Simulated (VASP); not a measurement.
Output of a VASP run:

File OSZICAR:
```
       N       E                     dE             d eps       ncg     rms          rms(c)
DAV:   1     0.111011023593E+03    0.11101E+03   -0.79122E+03   980   0.119E+03
DAV:   2    -0.119886871068E+02   -0.12300E+03   -0.12168E+03   980   0.350E+02
DAV:   3    -0.200900441783E+02   -0.81014E+01   -0.77826E+01  1526   0.727E+01
DAV:   4    -0.202338700089E+02   -0.14383E+00   -0.14323E+00  1416   0.102E+01
DAV:   5    -0.202371461194E+02   -0.32761E-02   -0.32743E-02  1400   0.149E+00    0.729E+00
DAV:   6    -0.191398101801E+02    0.10973E+01   -0.59095E+00  1650   0.260E+01    0.239E+00
DAV:   7    -0.190914512801E+02    0.48359E-01   -0.15878E-01  1468   0.370E+00    0.148E+00
DAV:   8    -0.190638447743E+02    0.27607E-01   -0.58484E-02  1530   0.223E+00    0.286E-01
DAV:   9    -0.190636405082E+02    0.20427E-03   -0.63566E-03  1464   0.991E-01    0.124E-01
DAV:  10    -0.190634345780E+02    0.20593E-03   -0.86573E-04  1656   0.312E-01    0.476E-02
DAV:  11    -0.190634440579E+02   -0.94800E-05   -0.69043E-05  1612   0.664E-02    0.319E-02
DAV:  12    -0.190634281913E+02    0.15867E-04   -0.10772E-04  1594   0.123E-01    0.249E-03
DAV:  13    -0.190634282084E+02   -0.17154E-07   -0.16274E-06  1404   0.116E-02    0.145E-03
DAV:  14    -0.190634282772E+02   -0.68735E-07   -0.17152E-07   952   0.394E-03
   1 F= -.19063428E+02 E0= -.19063209E+02  d E =-.190634E+02
```

OUTCAR:
```
------------------------ aborting loop because EDIFF is reached ----------------------------------------
  FORCE on cell =-STRESS in cart. coord.  units (eV):
  Direction    XX          YY          ZZ          XY          YZ          ZX
  --------------------------------------------------------------------------------------
  Total       -3.8648371     -3.8648371     -3.8648371      0.0000000     -0.0000000      0.0000000
  in kB      -79.5007820    -79.5007820    -79.5007820      0.0000000     -0.0000000      0.0000000
  external PRESSURE =     -79.5007820 kB  Pullay stress =       0.0000000 kB
  volume of cell :       77.89
      direct lattice vectors                 reciprocal lattice vectors
     4.270612087  0.000000000  0.000000000     0.234158472  0.000000000  0.000000000
     0.000000000  4.270612087  0.000000000     0.000000000  0.234158472  0.000000000
     0.000000000  0.000000000  4.270612087     0.000000000  0.000000000  0.234158472
 POSITION                                       TOTAL-FORCE (eV/Angst)
 -----------------------------------------------------------------------------------
      0.00000      0.00000      0.00000         0.000000      0.000000      0.000000
      0.00000      2.13531      2.13531         0.000000      0.000000      0.000000
      2.13531      0.00000      2.13531         0.000000      0.000000      0.000000
      2.13531      2.13531      0.00000         0.000000      0.000000      0.000000
 -----------------------------------------------------------------------------------
    total drift:                               -0.000000      0.000000      0.000000
  FREE ENERGIE OF THE ION-ELECTRON SYSTEM (eV)
  ---------------------------------------------------
  free  energy   TOTEN  =       -19.0634282772 eV

  energy  without entropy=      -19.0627699199  energy(sigma->0) =      -19.06320882

 reached required accuracy - stopping structural energy minimisation
```
(Selected blocks of OUTCAR.)

**POSCAR**
```
Al3Sc
1
    4.2706120866     0.0000000000     0.0000000000
    0.0000000000     4.2706120866     0.0000000000
    0.0000000000     0.0000000000     4.2706120866
Sc Al
1 3
Direct
  0.0000000000   0.0000000000   0.0000000000
  0.0000000000   0.5000000000   0.5000000000
  0.5000000000   0.0000000000   0.5000000000
  0.5000000000   0.5000000000   0.0000000000
```

Question: Reconstruct the remaining input files.

Answer: This is not unique; one that fits is the input of the run itself, PBE GGA, plane waves, VASP's PBE PAW potentials (set 64).

### KPOINTS
```
Automatic mesh
0
G
  8 8 8
```

### INCAR
```
! general
SYSTEM =Al3Sc
PREC   =Accurate
ENCUT  =480   ! plane-wave cut-off (eV)
LREAL  =.FALSE.
LASPH  =.TRUE.

! electronic loop
EDIFF  =1E-7   ! SCF stop (eV)
NELM   =100   ! most electronic steps
ALGO   =Normal
LMAXMIX=4   ! l cut-off of mixed one-centre charges

! smearing
ISMEAR =1   ! Methfessel-Paxton
SIGMA  =0.1   ! width (eV)

! functional
GGA    =PE   ! PBE

! ions
IBRION =2   ! conjugate gradients
NSW    =30   ! most ionic steps
ISIF   =2
EDIFFG =-0.01   ! ionic stop

! output
LWAVE  =.FALSE.
LCHARG =.FALSE.
```

POTCAR, in this order: Sc_sv Al (PBE.64 set). Program: vasp_std.

The compound is Al3Sc in the L1_2 structure. This cell was strained or had an atom moved on purpose.
